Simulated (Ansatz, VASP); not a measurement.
**Zn4SeS3: VASP beside Ansatz**

The input INCAR:

```
PREC     = Accurate       # precision mode
ENCUT    = 520            # plane-wave cutoff, eV
EDIFF    = 1E-7           # SCF threshold, eV
ISMEAR   = 0              # smearing method
SIGMA    = 0.1            # smearing width, eV
LREAL    = False          # projectors in reciprocal space
LASPH    = True           # aspherical terms in the spheres
NELM     = 60             # most SCF steps
ALGO     = Normal         # electronic algorithm
ISIF     = 2              # what is computed and relaxed
LWAVE    = False          # write WAVECAR
LCHARG   = False          # write CHGCAR
GGA      = PE             # functional
NBANDS   = 46             # bands
```

Contents of KPOINTS:

```
Automatic mesh
0
Gamma
  6 6 2
```

File POSCAR:

```
Zn4SeS3
1.0
    3.8952319000      0.0000000000      0.0000000000
   -1.9476159000      3.3733698000      0.0000000000
    0.0000000000      0.0000000000     12.7871985000
Zn Se S
4 1 3
Direct
    0.6666667000      0.3333333000      0.0000430000
    0.6666667000      0.3333333000      0.5113190000
    0.0000000000      0.0000000000      0.2443610000
    0.0000000000      0.0000000000      0.7552170000
    0.0000000000      0.0000000000      0.4385320000
    0.6666667000      0.3333333000      0.1849940000
    0.6666667000      0.3333333000      0.6953930000
    0.0000000000      0.0000000000      0.9401410000
```

Input for Ansatz:

```yaml
crystal:
  lattice:
    - [3.8952319, 0.0, 0.0]
    - [-1.9476159, 3.3733698, 0.0]
    - [0.0, 0.0, 12.7871985]
  atoms:
    - { symbol: Zn, position: [0.6666667, 0.3333333, 4.3e-05] }
    - { symbol: Zn, position: [0.6666667, 0.3333333, 0.511319] }
    - { symbol: Zn, position: [0.0, 0.0, 0.244361] }
    - { symbol: Zn, position: [0.0, 0.0, 0.755217] }
    - { symbol: Se, position: [0.0, 0.0, 0.438532] }
    - { symbol: S, position: [0.6666667, 0.3333333, 0.184994] }
    - { symbol: S, position: [0.6666667, 0.3333333, 0.695393] }
    - { symbol: S, position: [0.0, 0.0, 0.940141] }
basis:
  ecutwfc: 420
kpoints:
  mp_grid: { grid: [6, 6, 2] }
hamiltonian:
  xc: pbe
scf:
  occupations: { method: gaussian, width: 0.1 }
  lower_state_search: "off"
output:
  forces: true
  stress: true
  eigenvalues: true
```

Alike in both runs: task single point; functional PBE; k mesh 6 × 6 × 2; occupations gaussian, width 0.1 eV; no spin polarisation.

|  | VASP | Ansatz |
| --- | --- | --- |
| version | VASP 6.6.1 | Ansatz 0.2.0 |
| potentials or method | VASP PAW PBE potentials, release 64 (Zn, Se, S) | scalar-relativistic, plane waves, PAW |
| plane-wave cutoff (eV) | 520 | 420 |
| valence electrons in the cell | 72 | 82 |

Ansatz gave:

```
gap on the k mesh at the Fermi level (eV) : 1.51
least direct gap on the mesh (eV)         : 1.51
pressure (GPa)                            : 0.0
```

Question: Estimate VASP's values.

Answer: gap on the k mesh at the Fermi level (eV): 1.51; least direct gap on the mesh (eV): 1.51; pressure (GPa): 0.2.

With one functional, cell and mesh, what is left measures potentials, basis and numerics. The two sets of potentials don't hold the same shells in valence.

Expect the measured gap to be larger: semilocal functionals such as PBE lack the derivative discontinuity.
